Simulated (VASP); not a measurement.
# V3Pt (Pm-3m) in VASP: single point with LDA

Aim: the single point of V3Pt with LDA.

Everything below comes from runs of VASP 6.6.1. Logs are shortened: lines on timing, memory, paths and dates and some standing lists are left out, and cuts for length are marked.

**1. The cell of the first run**

Symmetry: Pm-3m, No. 221, cubic system. Conventional cell: a = 3.752 Å, b = 3.752 Å, c = 3.752 Å, α = 90.00°, β = 90.00°, γ = 90.00°. V (site symmetry 4/mmm) is surrounded by 8 V at 2.65 Å and 4 Pt at 2.65 Å. Around Pt (site symmetry m-3m) lie 12 V at 2.65 Å.

**2. Single point, LDA, collinear spin, typed start (cell and atoms relaxed from 0.97 times the given volume)**

INCAR reads:

```
PREC = Accurate ; ENCUT = 520
EDIFF = 1E-7 ; ISMEAR = -1
SIGMA = 0.05 ; LREAL = False
LASPH = True ; NELM = 150
ALGO = Normal ; ISIF = 2
LWAVE = False ; LCHARG = True
ISPIN = 2 ; MAGMOM = 1.5 1.5 1.5 0
LORBIT = 11 ; LMAXMIX = 4
LELF = True ; LVHAR = True
NBANDS = 36
```

KPOINTS reads:

```
regular mesh
0
Gamma
  9 9 9
```

POSCAR reads:

```
V3Pt
1.0
    3.7520839090      0.0000000000      0.0000000000
    0.0000000000      3.7520839090      0.0000000000
    0.0000000000      0.0000000000      3.7520839090
V Pt
3 1
Direct
    0.0000000000      0.5000000000      0.5000000000
    0.5000000000      0.0000000000      0.5000000000
    0.5000000000      0.5000000000      0.0000000000
    0.0000000000      0.0000000000      0.0000000000
```

Potentials or basis: VASP PAW LDA potentials, release 64 (V_sv, Pt).

Command:

```console
cat potpaw_LDA.64/V_sv/POTCAR potpaw_LDA.64/Pt/POTCAR > POTCAR
mpirun -np 1 vasp_std > vasp.out
```

OUTCAR:

```text
PREC = Accurate
   ENCUT = 520
   EDIFF = 1E-7
   ISMEAR = -1
   LREAL = False
   LASPH = True
   NELM = 150
   ISIF = 2
   ISPIN = 2
   LORBIT = 11

 ion  position               nearest neighbor table
   1  0.000  0.500  0.500-   2 2.65   3 2.65   4 2.65   3 2.65   4 2.65   2 2.65   4 2.65   4 2.65
                             2 2.65   3 2.65   3 2.65   2 2.65
   2  0.500  0.000  0.500-   1 2.65   3 2.65   4 2.65   3 2.65   4 2.65   1 2.65   3 2.65   3 2.65
                             1 2.65   4 2.65   4 2.65   1 2.65
   3  0.500  0.500  0.000-   1 2.65   2 2.65   4 2.65   1 2.65   2 2.65   2 2.65   4 2.65   2 2.65
                             1 2.65   4 2.65   1 2.65   4 2.65
   4  0.000  0.000  0.000-   1 2.65   2 2.65   3 2.65   1 2.65   2 2.65   1 2.65   3 2.65   1 2.65
                             2 2.65   3 2.65   2 2.65   3 2.65

  LATTYP: Found a simple cubic cell.
 ALAT       =     3.7520839090

  Lattice vectors:

 A1 = (   3.7520839090,   0.0000000000,   0.0000000000)
 A2 = (   0.0000000000,   3.7520839090,   0.0000000000)
 A3 = (   0.0000000000,   0.0000000000,   3.7520839090)

Analysis of symmetry for initial positions (statically):
=====================================================================
 Subroutine PRICEL returns:
 Original cell was already a primitive cell.

 Routine SETGRP: Setting up the symmetry group for a
 simple cubic supercell.

 Subroutine GETGRP returns: Found 48 space group operations
 (whereof 48 operations were pure point group operations)
 out of a pool of 48 trial point group operations.

The static configuration has the point symmetry O_h .

Analysis of symmetry for dynamics (positions and initial velocities):
=====================================================================
 Subroutine PRICEL returns:
 Original cell was already a primitive cell.

 Routine SETGRP: Setting up the symmetry group for a
 simple cubic supercell.

 Subroutine GETGRP returns: Found 48 space group operations
 (whereof 48 operations were pure point group operations)
 out of a pool of 48 trial point group operations.

The dynamic configuration has the point symmetry O_h .

Analysis of structural, dynamic, and magnetic symmetry:
=====================================================================
 Subroutine PRICEL returns:
 Original cell was already a primitive cell.

 Routine SETGRP: Setting up the symmetry group for a
 simple cubic supercell.

 Subroutine GETGRP returns: Found 48 space group operations
 (whereof 48 operations were pure point group operations)
 out of a pool of 48 trial point group operations.

The overall configuration has the point symmetry O_h .

 Subroutine INISYM returns: Found 48 space group operations
 (whereof 48 operations are pure point group operations),
 and found     1 'primitive' translations

----------------------------------------------------------------------------------------

                                     Primitive cell

  volume of cell :      52.8223

  direct lattice vectors                    reciprocal lattice vectors
     3.752083909  0.000000000  0.000000000     0.266518560  0.000000000  0.000000000
     0.000000000  3.752083909  0.000000000     0.000000000  0.266518560  0.000000000
     0.000000000  0.000000000  3.752083909     0.000000000  0.000000000  0.266518560

  length of vectors
     3.752083909  3.752083909  3.752083909     0.266518560  0.266518560  0.266518560

  position of ions in fractional coordinates (direct lattice)
     0.000000000  0.500000000  0.500000000
     0.500000000  0.000000000  0.500000000
     0.500000000  0.500000000  0.000000000
     0.000000000  0.000000000  0.000000000

  ion indices of the primitive-cell ions
   primitive index   ion index
                 1           1
                 2           2
                 3           3
                 4           4

----------------------------------------------------------------------------------------

 KPOINTS: regular mesh

Automatic generation of k-mesh.
 Grid dimensions read from file:
 generate k-points for:    9    9    9

 Generating k-lattice:

  Cartesian coordinates                     Fractional coordinates (reciprocal lattice)
     0.029613173  0.000000000  0.000000000     0.111111111  0.000000000  0.000000000
     0.000000000  0.029613173  0.000000000     0.000000000  0.111111111  0.000000000
     0.000000000  0.000000000  0.029613173     0.000000000  0.000000000  0.111111111

  Length of vectors
     0.029613173  0.029613173  0.029613173

  Shift w.r.t. Gamma in fractional coordinates (k-lattice)
     0.000000000  0.000000000  0.000000000

 Subroutine IBZKPT returns following result:
 ===========================================

 Found     35 irreducible k-points:

 Following reciprocal coordinates:
            Coordinates               Weight
  0.000000  0.000000  0.000000      1.000000
  0.111111  0.000000  0.000000      6.000000
  0.222222  0.000000  0.000000      6.000000
  0.333333  0.000000  0.000000      6.000000
  0.444444  0.000000  0.000000      6.000000
  0.111111  0.111111  0.000000     12.000000
[... 16 lines left out ...]
  0.333333  0.333333  0.111111     24.000000
  0.444444  0.333333  0.111111     48.000000
 [... further k-points ...]
   k-points           NKPTS =     35   k-points in BZ     NKDIM =     35   number of bands    NBANDS=     36
   number of dos      NEDOS =    301   number of ions     NIONS =      4
   total plane-waves  NPLWV =  21952
   dimension x,y,z NGX =    28 NGY =   28 NGZ =   28
   dimension x,y,z NGXF=    56 NGYF=   56 NGZF=   56
   ions per type =               3   1
   NGX,Y,Z   is equivalent  to a cutoff of  12.41, 12.41, 12.41 a.u.
   NGXF,Y,Z  is equivalent  to a cutoff of  24.81, 24.81, 24.81 a.u.
 SYSTEM =  unknown system
   PREC   = accura    normal or accurate (medium, high low for compatibility)
   ISTART =      0    job   : 0-new  1-cont  2-samecut
   ICHARG =      2    charge: 1-file 2-atom 10-const
   ISPIN  =      2    spin polarized calculation?
   LNONCOLLINEAR =      F non collinear calculations
   LSORBIT =      F    spin-orbit coupling
   LASPH  =      T    aspherical Exc in radial PAW
   ENCUT  =  520.0 eV  38.22 Ry    6.18 a.u.   6.98  6.98  6.98*2*pi/ulx,y,z
   NELM   =    150;   NELMIN=  2; NELMDL= -5     # of ELM steps
   EDIFF  = 0.1E-06   stopping-criterion for ELM
   LREAL  =      F    real-space projection
   EDIFFG = 0.1E-05   stopping-criterion for IOM
   NSW    =      0    number of steps for IOM
   IBRION =     -1    ionic relax: 0-MD 1-quasi-New 2-CG
   NFREE  =      0    steps in history (QN), initial steepest desc. (CG)
   ISIF   =      2    stress and relaxation
   ISYM   =      2    0-nonsym 1-usesym 2-fastsym
   POTIM  = 0.5000    time-step for ionic-motion
   TEBEG  =    0.0;   TEEND  =   0.0 temperature during run
   PSTRESS=    0.0 pullay stress
   NELECT =      49.0000    total number of electrons
   NUPDOWN=      -1.0000    fix difference up-down
   EMIN   =  10.00;   EMAX   =-10.00  energy-range for DOS
   EFERMI =   0.00;   METHOD = LEGACY
   ISMEAR =    -1;   SIGMA  =   0.05  broadening in eV -4-tet -1-fermi 0-gaus
   EFERMI_NEDOS =   21; number of points for ismear=-14 and -15
   IALGO  =     38    algorithm
   IMIX   =      4    mixing-type and parameters
     AMIX     =   0.40;   BMIX     =  1.00
     AMIX_MAG =   1.60;   BMIX_MAG =  1.00
  volume/ion in A,a.u.               =      13.21        89.12
  Fermi-wavevector in a.u.,A,eV,Ry     =   1.596618  3.017170 34.683816  2.549189
  Thomas-Fermi vector in A             =   2.694352
   LORBIT       =     11    0 simple, 1 ext, 2 COOP (PROOUT), +10 PAW based schemes
   GGA     = CA    functional components
   LHFCALC =     F    Hartree Fock is set to
   AEXX    =    0.0000 exact exchange contribution
   IVDW    =     0    specifies the selected vdW correction
   LEPSILON=     F    determine dielectric tensor
   LRPA    =     F    only Hartree local field effects (RPA)
 spin polarized calculation
  energy-cutoff  :      520.00
  volume of cell :       52.82
 maximum number of plane-waves:      1436
 NGX is ok and might be reduce to    28
   NGX = 13   NGY = 13   NGZ = 13

 number of electron      48.9999971 magnetization      -0.0074952

 number of electron      48.9999971 magnetization       0.0004538

 Free energy of the ion-electron system (eV)
  ---------------------------------------------------
  ext. energy  EPLUGINS =         0.00000000
  ---------------------------------------------------
  free energy    TOTEN  =       -38.31021856 eV

  energy without entropy =      -38.26219923  energy(sigma->0) =      -38.28620889

 E-fermi :  11.0016     XC(G=0): -13.6330

 val. band max:       11.0013358254   @ k =   0.4444   0.1111   0.0000
 cond. band min:      11.0174296012   @ k =   0.2222   0.0000   0.0000
 fundamental gap:      0.0160937758
 Fermi energy:        11.0015625786

 spin component 1

 k-point     1 :       0.0000    0.0000    0.0000
  band No.  band energies     occupation
      1     -52.2941      1.00000
      2     -52.0845      1.00000
      3     -52.0845      1.00000
      4     -26.7897      1.00000
      5     -26.7897      1.00000
      6     -26.7897      1.00000
[... 925 lines left out ...]
     35      16.1884      0.00000
     36      17.0809      0.00000

 [... further k-points ...]

 spin component 2

 k-point     1 :       0.0000    0.0000    0.0000
  band No.  band energies     occupation
      1     -52.2940      1.00000
      2     -52.0843      1.00000
      3     -52.0843      1.00000
      4     -26.7896      1.00000
      5     -26.7896      1.00000
      6     -26.7896      1.00000
[... 925 lines left out ...]
     35      16.1885      0.00000
     36      17.0809      0.00000

 [... further k-points ...]

------------------------ aborting loop because EDIFF is reached ----------------------------------------

  FORCE on cell =-STRESS in cart. coord.  units (eV):
  Direction    XX          YY          ZZ          XY          YZ          ZX
  --------------------------------------------------------------------------------------
  -------------------------------------------------------------------------------------
  Total        0.2160327      0.2160327      0.2160327      0.0000000      0.0000000     -0.0000000
  in kB        6.5525817      6.5525817      6.5525817      0.0000000      0.0000000     -0.0000000
  external PRESSURE =       6.5525817 kB  Pullay stress =       0.0000000 kB

 VOLUME and BASIS-vectors are now :
 -----------------------------------------------------------------------------
  energy-cutoff  :      520.00
  volume of cell :       52.82
      direct lattice vectors                 reciprocal lattice vectors
     3.752083909  0.000000000  0.000000000     0.266518560  0.000000000  0.000000000
     0.000000000  3.752083909  0.000000000     0.000000000  0.266518560  0.000000000
     0.000000000  0.000000000  3.752083909     0.000000000  0.000000000  0.266518560

 POSITION                                       TOTAL-FORCE (eV/Angst)
 -----------------------------------------------------------------------------------
      0.00000      1.87604      1.87604         0.000000      0.000000      0.000000
      1.87604      0.00000      1.87604         0.000000      0.000000      0.000000
      1.87604      1.87604      0.00000         0.000000      0.000000      0.000000
      0.00000      0.00000      0.00000         0.000000      0.000000      0.000000
 -----------------------------------------------------------------------------------
    total drift:                                0.000000      0.000000      0.000000

  FREE ENERGIE OF THE ION-ELECTRON SYSTEM (eV)
  ---------------------------------------------------
  free  energy   TOTEN  =       -38.3102185582 eV

  energy  without entropy=      -38.2621992297  energy(sigma->0) =      -38.28620889

 total charge

# of ion       s       p       d       tot
------------------------------------------
    1        2.333   6.237   3.111  11.681
    2        2.333   6.237   3.111  11.681
    3        2.333   6.237   3.111  11.681
    4        0.860   0.865   7.994   9.719
--------------------------------------------------
tot          7.858  19.577  17.327  44.762

 magnetization (x)

# of ion       s       p       d       tot
------------------------------------------
    1        0.000   0.000   0.000   0.000
    2        0.000   0.000   0.000   0.000
    3        0.000   0.000   0.000   0.000
    4       -0.000   0.000  -0.000  -0.000
--------------------------------------------------
tot          0.000   0.000   0.000   0.000
```

Run time: 86 s. Hardware: 1 thread of AMD EPYC 7R13 (Zen 3), shared host; peak memory 0.19 GiB.

Results:

* Free energy: -38.3102 eV
* Pressure: 0.7 GPa
* Band gap on the k mesh: none (metal or under the smearing width)
* Net moment: 0.00 μB per cell
* Valence electrons inside the program's atomic spheres: V 11.68; Pt 9.72
